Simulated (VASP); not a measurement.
# SrCl2: optical spectrum, part 3 of 3

Aim: the dielectric function of SrCl2 for independent particles, and its static limit with local fields. The cell is of the fluorite type, one of the forms listed for this formula. The start is a cell from a database of measured crystal structures.

VASP 6.6.1, plane waves and PAW; the level of theory is named at each step.

So far, mean electronic dielectric tensor with local fields: step 4 (static response with local fields) 2.92.

### 5. Spectrum at LDA

This step: LDA; plane waves and PAW (Sr_sv, Cl) (VASP 6.6.1).

The spectrum is made again with LDA.

INCAR reads:

```
SYSTEM = SrCl2
PREC = Accurate
ENCUT = 400
EDIFF = 1E-07
NELM = 100
ISMEAR = 0
SIGMA = 0.05
LREAL = .FALSE.
ALGO = Normal
GGA = CA
NBANDS = 52
LWAVE = .FALSE.
LCHARG = .FALSE.
KPAR = 4
LOPTICS = .TRUE.
NEDOS = 2000
CSHIFT = 0.15
```

POSCAR reads:

```
SrCl2
1.0
    0.0000000000      3.4883500000      3.4883500000
    3.4883500000      0.0000000000      3.4883500000
    3.4883500000      3.4883500000      0.0000000000
Sr Cl
1 2
Direct
    0.0000000000      0.0000000000      0.0000000000
    0.7500000000      0.7500000000      0.7500000000
    0.2500000000      0.2500000000      0.2500000000
```

KPOINTS reads:

```
Automatic mesh
0
Gamma
8 8 8
0 0 0
```

PAW data sets: Sr_sv and Cl (PBE family, release 64).

Launch:

```bash
$ mpirun -np 4 vasp_std
```

Log:

```text
[banner, memory and clock lines left out]
running    4 mpi-ranks, on    1 nodes
 distrk:  each k-point on    1 cores,    4 groups
 distr:  one band on    1 cores,    1 groups

 POSCAR found type information on POSCAR SrCl
 POSCAR found :  2 types and       3 ions
|                                                                             |
|               ----> ADVICE to this user running VASP <----                  |
|                                                                             |
|     You enforced a specific xc type in the INCAR file but a different       |
|     [... a line on the potential file left out ...]
|     I HOPE YOU KNOW WHAT YOU ARE DOING!                                     |
|                                                                             |

 LDA part: xc-table for (Slater(with rela. corr.)+CA(PZ))
 , standard interpolation
 POSCAR, INCAR and KPOINTS ok, starting setup
 FFT: planning ... GRIDC
 FFT: planning ... GRID_SOFT
 FFT: planning ... GRID
 WAVECAR not read
 entering main loop
       N       E                     dE             d eps       ncg     rms          rms(c)
DAV:   1     0.109487156895E+03    0.10949E+03   -0.79954E+03  3016   0.337E+02
DAV:   2    -0.929543337898E+01   -0.11878E+03   -0.11296E+03  3712   0.109E+02
DAV:   3    -0.142981403467E+02   -0.50027E+01   -0.49407E+01  3828   0.193E+01
DAV:   4    -0.144024669203E+02   -0.10433E+00   -0.10420E+00  3928   0.236E+00
DAV:   5    -0.144034864924E+02   -0.10196E-02   -0.10195E-02  3568   0.205E-01    0.143E+01
DAV:   6    -0.141527110455E+02    0.25078E+00   -0.13435E-01  3552   0.133E+00    0.912E+00
DAV:   7    -0.141286719086E+02    0.24039E-01   -0.99994E-02  4060   0.104E+00    0.166E+00
DAV:   8    -0.141238018799E+02    0.48700E-02   -0.16763E-02  3536   0.368E-01    0.209E-01
DAV:   9    -0.141241146530E+02   -0.31277E-03   -0.89800E-04  3640   0.845E-02    0.881E-02
DAV:  10    -0.141242875918E+02   -0.17294E-03   -0.42458E-05  3368   0.175E-02    0.326E-02
DAV:  11    -0.141243291762E+02   -0.41584E-04   -0.12363E-05  3496   0.996E-03    0.195E-02
DAV:  12    -0.141243305370E+02   -0.13609E-05   -0.15038E-06  4052   0.351E-03    0.881E-03
DAV:  13    -0.141243311933E+02   -0.65626E-06   -0.17613E-07  3436   0.104E-03    0.221E-03
DAV:  14    -0.141243312153E+02   -0.22034E-07   -0.42260E-08  3540   0.628E-04
   1 F= -.14124331E+02 E0= -.14124331E+02  d E =-.458818E-13
 optical routines
 imaginary and real dielectric function
 recalculating local potential from charge density
 direction            1
 direction            2
 direction            3
```

The job ended after 8.4 s (4 MPI ranks of Intel Xeon 6975P-C (Granite Rapids), shared host; peak memory 0.9 GiB).

From OUTCAR (step 5):

```text
   NELECT =      24.0000    total number of electrons

 E-fermi :   0.1566

 k-point     1 :       0.0000    0.0000    0.0000
  band No.  band energies     occupation
    ...
      8      -2.2768      2.00000
      9      -2.2768      2.00000
     10      -0.4267      2.00000
     11      -0.4267      2.00000
     12      -0.4267      2.00000
     13       4.7999      0.00000
     14       5.7413      0.00000
     15       5.7413      0.00000
     16       8.6280      0.00000
     17       8.6280      0.00000
    ...

  Total       -1.4213574     -1.4213574     -1.4213574      0.0000000      0.0000000     -0.0000000
  in kB      -26.8240104    -26.8240104    -26.8240104      0.0000000      0.0000000     -0.0000000
  external PRESSURE =     -26.8240104 kB  Pullay stress =       0.0000000 kB

 POSITION                                       TOTAL-FORCE (eV/Angst)
 -----------------------------------------------------------------------------------
      0.00000      0.00000      0.00000        -0.000000     -0.000000     -0.000000
      5.23252      5.23252      5.23252         0.000000      0.000000      0.000000
      1.74418      1.74418      1.74418        -0.000000     -0.000000     -0.000000
 -----------------------------------------------------------------------------------
    total drift:                                0.000000     -0.000000      0.000000

  FREE ENERGIE OF THE ION-ELECTRON SYSTEM (eV)
  ---------------------------------------------------
  free  energy   TOTEN  =       -14.1243312153 eV

  energy  without entropy=      -14.1243312153  energy(sigma->0) =      -14.12433122

[... 9 parts as in an earlier step ...]

[... 8 further parts left out ...]
```

The PAW data sets were made with PBE, though LDA sets exist; this is a small mismatch.

This step gave:

| Property | Result |
| --- | --- |
| free energy (TOTEN) | -14.12 eV |
| Fermi energy | 0.1566 eV |
| pressure | -2.682 GPa |
| gap on the k-mesh | 4.878 eV |
| least direct gap on the k-mesh | 5.149 eV |

Absorption under the direct gap is the tail of the CSHIFT broadening, and fine structure depends on the mesh. The imaginary dielectric function, xx by photon energy; read off at these points:

photon energy (eV), imaginary dielectric function, xx and a bar:
```
     0.00       0.00 
     0.50       0.00 
     1.00       0.01 
     1.50       0.01 
     2.00       0.02 
     2.50       0.03 
     3.00       0.04 
     3.50       0.05 
     4.00       0.07 
     4.50       0.11 
     5.00       0.20 #
     5.50       0.59 ##
     6.00       1.25 #####
     6.50       2.30 #########
     7.00       4.95 ####################
     7.31       7.59 ##############################
     7.50       6.78 ###########################
     8.00       5.34 #####################
     8.50       3.76 ###############
     9.00       3.60 ##############
     9.30       4.17 ################
     9.50       3.87 ###############
    10.00       2.59 ##########
    10.50       1.85 #######
    11.00       2.21 #########
    11.50       2.32 #########
    12.00       2.14 ########
    12.23       2.43 ##########
    12.50       2.17 #########
    13.00       2.25 #########
    13.50       1.56 ######
    14.00       1.86 #######
    14.50       1.84 #######
    15.00       1.63 ######
    15.50       1.20 #####
    16.00       1.19 #####
    16.50       0.88 ###
    17.00       0.65 ###
    17.50       0.57 ##
    18.00       0.73 ###
    18.50       0.57 ##
    19.00       0.55 ##
    19.50       0.50 ##
    20.00       0.52 ##
    20.50       0.90 ####
    21.00       1.71 #######
    21.50       1.82 #######
    21.76       2.02 ########
    22.00       1.90 #######
    22.50       1.46 ######
    23.00       1.99 ########
    23.50       1.14 ####
    24.00       0.72 ###
    24.50       0.50 ##
```

Table of real dielectric function, xx by photon energy:

photon energy (eV), real dielectric function, xx and a bar from the least value:
```
        0       3.37 ###############
        1       3.40 ###############
        2       3.50 ###############
        3       3.69 ################
        4       4.04 ##################
        5       4.79 #####################
        6       6.10 ##########################
        7       7.12 ##############################
        8       1.19 ######
        9       1.60 ########
       10      -0.25 
       11       0.90 #####
       12       0.77 ####
       13       0.22 ##
       14       0.48 ###
       15       0.06 ##
       16      -0.06 #
       17       0.29 ###
       18       0.54 ####
       19       0.75 ####
       20       1.25 ######
       21       1.24 ######
       22       0.31 ###
       23      -0.10 #
       24      -0.34
```

### 6. Summary of results

```
PBE, independent particles : eps xx at zero frequency 3.22, centre of weight of eps2 xx, over the range kept, at 12.73 eV, mesh 8×8×8
LDA, independent particles : eps xx at zero frequency 3.37, centre of weight of eps2 xx, over the range kept, at 12.40 eV, mesh 8×8×8
PBE, with local fields     : eps 2.92, 2.92, 2.92
```

What this shows: Local fields, and the bands above those summed, take the mean static value from 3.22 to 2.92. Excitons and quasiparticle shifts are absent, so the onset can't be set against measurement and its shape can differ. Spin-orbit coupling is left out; with Sr in the cell it can split or shift band edges, by an amount that depends on which atoms form them and isn't tested here.

[Lines on the potential files, build, host, timing and source positions are cut from VASP's logs without a mark.]

[Logs are printed without paths, hosts, clocks, repeated set-up lines and the standing remarks that a program may print on its own settings, such as how far it seeks lower states.]

[Hosts, paths, dates, database ids (printed as entryN), source tags and the programs' standing remarks are cut or masked in the printed files.]
